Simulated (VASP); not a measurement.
```xyz
4
Lattice="1.5385 -2.6515 0.0000 1.5385 2.6515 0.0000 0.0000 0.0000 5.0520" Properties=species:S:1:pos:R:3 pbc="T T T"
Si     1.5385    -0.8838     2.5242
Si     1.5385     0.8838     5.0502
C      1.5385    -0.8838     4.4223
C      1.5385     0.8838     1.8963
```

Method: PBEsol GGA, VASP's PBE PAW potentials (set 64) (plane waves; VASP). Settings: 600 eV cut-off, 8×8×4 Γ-centred mesh, Gaussian smearing of 0.050 eV, potentials Si C.

**Question.** Give the stress tensor in GPa (positive for a compressed cell).

**Answer.** 
```
 0.39   0.00   0.00
 0.00   2.77   0.00
 0.00   0.00  -0.11
```
The pressure is its mean diagonal, 1.01 GPa.

The compound is SiC in the wurtzite structure, the rare 2H polytype. This cell was strained or had an atom moved on purpose.
